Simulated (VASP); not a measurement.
# Cu: single point with PBE

Slab: Cu, a slab with vacuum.

```xyz
3
Lattice="2.5708 0.0000 0.0000 -1.2854 2.2264 0.0000 0.0000 0.0000 19.1982" Properties=species:S:1:pos:R:3 pbc="T T T"
Cu    1.2854    0.7421    7.5000
Cu    0.0000    1.4843    9.5991
Cu    0.0000    0.0000   11.6982
```

- Program: VASP 6.6.1
- Task: single point
- Functional: PBE
- Potentials or basis: VASP PAW PBE potentials, release 64 (Cu)
- Cutoff: 520 eV
- k mesh: 15 × 15 × 1
- Occupations: methfessel-paxton, width 0.1 eV
- Spin: no spin polarisation

```yaml
Largest_force: 0.104 eV/Å
Band_gap_on_the_k_mesh: none (metal or under the smearing width)
Work_function_of_the_upper_face: 4.64 eV
Work_function_of_the_lower_face: 4.64 eV
```

Forces on the atoms (eV/Å):
```
Cu   0.000  0.000  0.104
Cu   0.000  0.000  0.000
Cu   0.000  0.000 -0.104
```

Levels at points of the mesh, in eV from the Fermi level:
```
           k point  band 13  band 14  band 15  band 16  band 17  band 18  band 19  band 20
(0.00, 0.00, 0.00)    -2.19    -1.91    -1.91    -1.70    -1.70    -1.60    -0.16     4.05
```

Core levels (eV, on the scale of the bands):
| atom | levels |
| --- | --- |
| 1 Cu | 1s -8849.2, 2s -1061.4, 2p -915.9, 3s -113.0, 3p -70.4 |
| 2 Cu | 1s -8849.4, 2s -1061.7, 2p -916.1, 3s -113.3, 3p -70.7 |
| 3 Cu | 1s -8849.2, 2s -1061.4, 2p -915.9, 3s -113.0, 3p -70.4 |

Wall time 110 s on 1 thread of Intel(R) Xeon(R) Platinum 8259CL CPU @ 2.50GHz (Skylake/Cascade Lake), on a shared host, peak memory 0.24 GiB.
